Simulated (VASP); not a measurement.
A convergence study with VASP on TiN (rock salt): one setting is varied, all else stays as given below, so the limit is that of these other settings.

```
CELL_PARAMETERS angstrom
      0.00000     2.12000     2.12000
      2.12000     0.00000     2.12000
      2.12000     2.12000     0.00000
ATOMIC_POSITIONS crystal
  Ti 0.00000 0.00000 0.00000
  N  0.50000 0.50000 0.50000
```

Computed with PBE GGA, VASP's PBE PAW potentials (set 64) (plane waves; VASP). The tightest run used: 700 eV cut-off, 25×25×25 Γ-centred mesh, first-order Methfessel-Paxton smearing of 0.10 eV, potentials Ti_sv N.

| setting | E (eV/atom) | pressure (GPa) | irreducible k-points |
|---|---|---|---|
| 1×1×1 mesh | 0.1565 | 149.72 | 1 |
| 2×2×2 mesh | -9.5105 | 7.07 | 3 |
| 3×3×3 mesh | -9.7432 | 4.01 | 4 |
| 4×4×4 mesh | -9.8005 | 2.37 | 8 |

Problem. These are the cheaper rows. Estimate the results at 25×25×25 mesh, and how far the last row shown lies from them.

Solution. 
| quantity | tightest run | last row shown is off by |
|---|---|---|
| E (eV/atom) | -9.8208 | 0.0202 |
| pressure (GPa) | 1.69 | 0.68 |

VASP warned of too few bands at 3×3×3 mesh.

Left out are rungs that failed or repeat a setting and relaxations that didn't move; long series are thinned to 24 rows.

The compound is TiN in the rock salt structure. The cell was not relaxed at this level. The electron count is odd and the run is not spin-polarised, which forces a metal.
